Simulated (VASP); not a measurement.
Computed with PBE GGA, VASP's PBE PAW potentials (set 64) (plane waves; VASP).

VASP ran on this input.

### INCAR
```
! general
SYSTEM   =  CrAl
PREC     =  Accurate
ENCUT    =  400
LREAL    =  .FALSE.   ! projection in real space or not
LASPH    =  .TRUE.   ! aspherical one-centre terms

! electronic loop
EDIFF    =  1E-7   ! SCF stop (eV)
NELM     =  100   ! most electronic steps
ALGO     =  Normal
LMAXMIX  =  4

! smearing
ISMEAR   =  -5

! functional
GGA      =  PE

! ions
ISIF     =  2   ! forces and stress, cell fixed

! output
LWAVE    =  .FALSE.
LCHARG   =  .TRUE.
LORBIT   =  11   ! lm-projected
NEDOS    =  601   ! DOS grid

! other
LEFG     =  .TRUE.
```

POSCAR:
```
CrAl
1
    2.6850959647     0.0000000000     0.0000000000
   -1.3425479824     2.3253613109    -0.0000000000
    0.0000000000     0.0000000000     8.4428923916
Cr Al
2 2
Direct
  0.0000000000   0.0000000000   0.0000000000
  0.0000000000   0.0000000000   0.5000000000
  0.3333330000   0.6666670000   0.2500000000
  0.6666670000   0.3333330000   0.7500000000
```

**KPOINTS**
```
Automatic mesh
0
Gamma
15 15 4
0 0 0
```

POTCAR, in this order: Cr_pv Al (PBE.64 set). Program: vasp_std.

What VASP printed:

**OSZICAR**
```
       N       E                     dE             d eps       ncg     rms          rms(c)
DAV:   1     0.225644305351E+03    0.22564E+03   -0.14501E+04  3470   0.135E+03
DAV:   2    -0.175798584394E+02   -0.24322E+03   -0.23750E+03  3093   0.407E+02
DAV:   3    -0.310879198538E+02   -0.13508E+02   -0.12724E+02  4076   0.926E+01
DAV:   4    -0.314114126311E+02   -0.32349E+00   -0.31698E+00  3934   0.134E+01
DAV:   5    -0.314183173587E+02   -0.69047E-02   -0.68592E-02  4343   0.195E+00    0.197E+01
DAV:   6    -0.304029367229E+02    0.10154E+01   -0.10380E+02  4009   0.850E+01    0.152E+01
DAV:   7    -0.265825950951E+02    0.38203E+01   -0.31864E+01  3830   0.490E+01    0.386E+00
DAV:   8    -0.264265876795E+02    0.15601E+00   -0.10193E+00  3721   0.839E+00    0.196E+00
DAV:   9    -0.263852926897E+02    0.41295E-01   -0.30374E-01  3962   0.442E+00    0.741E-01
DAV:  10    -0.263812151907E+02    0.40775E-02   -0.27509E-02  3983   0.164E+00    0.204E-01
DAV:  11    -0.263811208218E+02    0.94369E-04   -0.10871E-03  4353   0.261E-01    0.847E-02
DAV:  12    -0.263810342645E+02    0.86557E-04   -0.20552E-04  4173   0.130E-01    0.279E-02
DAV:  13    -0.263810243452E+02    0.99193E-05   -0.31178E-05  4222   0.437E-02    0.453E-03
DAV:  14    -0.263810241650E+02    0.18017E-06   -0.89448E-07  3893   0.936E-03    0.118E-03
DAV:  15    -0.263810245553E+02   -0.39020E-06   -0.25000E-07  2791   0.319E-03    0.621E-04
DAV:  16    -0.263810248285E+02   -0.27322E-06   -0.30428E-08  1893   0.145E-03    0.202E-04
DAV:  17    -0.263810248944E+02   -0.65884E-07   -0.12598E-08  1822   0.588E-04
   1 F= -.26381025E+02 E0= -.26381025E+02  d E =0.000000E+00
```

### OUTCAR
```
------------------------ aborting loop because EDIFF is reached ----------------------------------------
  FORCE on cell =-STRESS in cart. coord.  units (eV):
  Direction    XX          YY          ZZ          XY          YZ          ZX
  --------------------------------------------------------------------------------------
  Total        0.0238917      0.0238917     -0.0119257     -0.0000000      0.0000000     -0.0000000
  in kB        0.7261330      0.7261330     -0.3624545     -0.0000000      0.0000000     -0.0000000
  external PRESSURE =       0.3632705 kB  Pullay stress =       0.0000000 kB
  volume of cell :       52.72
      direct lattice vectors                 reciprocal lattice vectors
     2.685095965  0.000000000  0.000000000     0.372426168  0.215020349  0.000000000
    -1.342547982  2.325361311  0.000000000     0.000000000  0.430040697  0.000000000
     0.000000000  0.000000000  8.442892392     0.000000000  0.000000000  0.118442822
 POSITION                                       TOTAL-FORCE (eV/Angst)
 -----------------------------------------------------------------------------------
      0.00000      0.00000      0.00000        -0.000000      0.000000      0.000000
      0.00000      0.00000      4.22145        -0.000000      0.000000      0.000000
     -0.00000      1.55024      2.11072        -0.000000     -0.000000     -0.000000
      1.34255      0.77512      6.33217         0.000000      0.000000      0.000000
 -----------------------------------------------------------------------------------
    total drift:                                0.000000     -0.000000     -0.000000
  FREE ENERGIE OF THE ION-ELECTRON SYSTEM (eV)
  ---------------------------------------------------
  free  energy   TOTEN  =       -26.3810248944 eV

  energy  without entropy=      -26.3810248944  energy(sigma->0) =      -26.38102489

 total charge

# of ion       s       p       d       tot
------------------------------------------
    1        0.362   6.336   4.144  10.842
    2        0.362   6.336   4.144  10.842
    3        0.426   0.432   0.000   0.858
    4        0.426   0.432   0.000   0.858
--------------------------------------------------
tot          1.576  13.537   8.288  23.401

 Electric field gradients after diagonalization (V/A^2)
 (convention: |V_zz| > |V_xx| > |V_yy|)
----------------------------------------------------------------------
 ion       V_xx      V_yy      V_zz     asymmetry (V_yy - V_xx)/ V_zz
----------------------------------------------------------------------
   1     -28.975   -28.966    57.940       0.000
   2     -28.975   -28.966    57.940       0.000
   3      14.256    14.256   -28.511       0.000
   4      14.256    14.256   -28.511       0.000
```
(Selected blocks of OUTCAR.)

For a metal the tetrahedron method with Blöchl corrections gives inexact stress and forces.

The structure was generated: CrAl was put into the NiAs type type (P6_3/mmc), which need not be its known phase. It was relaxed first, which changed the volume by -38 %. The run is not spin-polarised, so no magnetic state was tried.
